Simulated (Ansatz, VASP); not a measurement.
# Rb2InGaC6N6 in VASP and in Ansatz

```
CELL_PARAMETERS angstrom
0.00000 5.49610 5.49610
5.49610 0.00000 5.49610
5.49610 5.49610 0.00000
ATOMIC_POSITIONS crystal
Rb 0.25000 0.25000 0.25000
Rb 0.75000 0.75000 0.75000
In 0.50000 0.50000 0.50000
Ga 0.00000 0.00000 0.00000
C 0.80842 0.19158 0.19158
C 0.19158 0.80842 0.19158
C 0.19158 0.19158 0.80842
C 0.19158 0.80842 0.80842
C 0.80842 0.19158 0.80842
C 0.80842 0.80842 0.19158
N 0.70027 0.29973 0.29973
N 0.29973 0.70027 0.29973
N 0.29973 0.29973 0.70027
N 0.29973 0.70027 0.70027
N 0.70027 0.29973 0.70027
N 0.70027 0.70027 0.29973
```

Alike in both runs: functional PBE; k mesh 4 × 4 × 4; occupations gaussian, width 0.1 eV; no spin polarisation.

Ansatz relaxed the structure, and its values are those at the end. VASP's run is a single point on that final structure, the one shown.

|  | VASP | Ansatz |
| --- | --- | --- |
| version | VASP 6.6.1 | Ansatz 0.2.0 |
| potentials or method | VASP PAW PBE potentials, release 64 (Rb_sv, In_d, Ga_d, C, N) | scalar-relativistic, plane waves, PAW |
| plane-wave cutoff (eV) | 520 | 420 |
| valence electrons in the cell | 98 | 98 |

Ansatz gave:

```
gap on the k mesh at the Fermi level (eV) : none
pressure (GPa)                            : 0.2
rms of the force components (eV/Å)        : 0.003
```

Question: Estimate VASP's values.

Answer: gap on the k mesh at the Fermi level (eV): none; pressure (GPa): 0.4; rms of the force components (eV/Å): 0.148.

A gap of «none» marks a metal or a gap that the smearing closes. One of these differences is far larger than is usual between the two programs; its cause wasn't traced. The functional is the same, so the differences come from potentials, cutoffs and numerics.

Caveats: the standard files for N, O and F lose accuracy on very short bonds.
